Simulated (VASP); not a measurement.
Input of a VASP 6.6.1 run:

Contents of INCAR:

```
SYSTEM = Cu2B
PREC     = Accurate       ! precision mode
ENCUT    = 520            ! plane-wave cutoff, eV
EDIFF    = 1E-7           ! SCF threshold, eV
ISMEAR   = -1             ! smearing method
SIGMA    = 0.05           ! smearing width, eV
LREAL    = .FALSE.        ! projectors in reciprocal space
LASPH    = .TRUE.         ! aspherical terms in the spheres
NELM     = 80             ! most SCF steps
ALGO     = Normal         ! electronic algorithm
ISIF     = 2              ! what is computed and relaxed
LWAVE    = .FALSE.        ! write WAVECAR
LCHARG   = .FALSE.        ! write CHGCAR
GGA      = PE             ! functional
NBANDS   = 20             ! bands
```

Contents of KPOINTS:

```
Automatic mesh
0
G
  7 7 11
  0 0 0
```

Contents of POSCAR:

```
Cu2B
1.0
    3.6528100000      0.0000000000      0.0000000000
    0.0000000000      3.6528100000      0.0000000000
    0.0000000000      0.0000000000      2.4024200000
Cu B
2 1
Direct
    0.0000000000      0.5000000000      0.5000000000
    0.5000000000      0.0000000000      0.5000000000
    0.0000000000      0.0000000000      0.0000000000
```

Potentials or basis: VASP PAW PBE potentials, release 64 (Cu, B).

Run with:

```console
$ cat potpaw_PBE.64/Cu/POTCAR potpaw_PBE.64/B/POTCAR > POTCAR
$ mpirun -np 1 vasp_std > vasp.out
```

**Question.** What does it give for the band gap on the k mesh?

**Answer.** None (metal or under the smearing width).

**Question.** Predict the pressure.

**Answer.** 0.4 GPa.

Stress tensor (GPa, compression positive):
```
 0.72  0.00  0.00
 0.00  0.72  0.00
 0.00  0.00 -0.20
```
